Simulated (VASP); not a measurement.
```yaml
crystal:
  lattice:
    - [0.00000, 2.67736, 2.67736]
    - [2.67736, 0.00000, 2.67736]
    - [2.67736, 2.67736, 0.00000]
  atoms:
    - { symbol: Ag, position: [0.00000, 0.00000, 0.00000] }
    - { symbol: Cl, position: [0.50000, 0.50000, 0.50000] }
```

Computed with LDA (Ceperley-Alder, Perdew-Zunger), VASP's LDA PAW potentials (set 64) (plane waves; VASP 6.6.1). Numerical set-up: 520 eV cut-off, 10×10×10 Γ-centred mesh, tetrahedra with Blöchl corrections, potentials Ag Cl.

**Question.** Predict the energy per atom (σ→0), band gap (on the k-mesh) with the smallest direct gap where there is one.

**Answer.** 
```yaml
band gap (on the k-mesh): 0.65 eV
smallest direct gap (on the k-mesh): 3.30 eV
energy per atom (σ→0): -3.397 eV/atom
```

The absolute energy has meaning only against runs of the same code, potentials and settings.

The compound is AgCl in the rock salt structure. It was relaxed first, which changed the volume by -10 %.
